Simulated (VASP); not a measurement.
Wanted: the native input for a VASP 6.6.1 run.

```
Task                   : single point
Functional             : PBE
Potentials or basis    : VASP PAW PBE potentials, release 64 (C, B, F, H)
Cutoff                 : 520 eV
k mesh                 : 1 × 1 × 1
Occupations            : gaussian, width 0.01 eV
Spin                   : no spin polarisation
Further INCAR settings : ALGO = Fast; EDIFF = 1e-06
```

The structure of C2BF2H lies in POSCAR:

```
BHC2F2
1.0
   13.0000000000      0.0000000000      0.0000000000
    0.0000000000     11.0000000000      0.0000000000
    0.0000000000      0.0000000000     13.0000000000
C B F H
2 1 2 1
Direct
    0.4174210000      0.5655460000      0.5839500000
    0.4697190000      0.5334750000      0.5141930000
    0.5357900000      0.4950940000      0.4223670000
    0.5002110000      0.4157180000      0.3560860000
    0.6263200000      0.5338120000      0.4118950000
    0.3748900000      0.5918350000      0.6555030000
```

The cell isn't the ideal one: atoms moved at random, drawn with an rms of 0.05 Å.

The input as run:

INCAR

```
ALGO = Fast
EDIFF = 1E-6
ENCUT = 520
GGA = PE
ISIF = 2
ISMEAR = 0
LASPH = True
LCHARG = False
LREAL = False
LWAVE = False
NELM = 60
PREC = Accurate
SIGMA = 0.01
```

KPOINTS

```
k-points
0
Gamma
  1 1 1
```

Potentials or basis: VASP PAW PBE potentials, release 64 (C, B, F, H).

Run with:

```console
$ cat potpaw_PBE.64/C/POTCAR potpaw_PBE.64/B/POTCAR potpaw_PBE.64/F/POTCAR potpaw_PBE.64/H/POTCAR > POTCAR
$ mpirun -np 1 vasp_gam > vasp.out
```

It gave:

The largest force is 4.622 eV/Å and the gap between the frontier levels is 5.32 eV.

Caveat: the standard files for N, O and F lose accuracy on very short bonds.

Run time: 91 s on 1 thread of Intel(R) Xeon(R) 6975P-C (Granite Rapids) (shared host), peak memory 1.5 GiB.
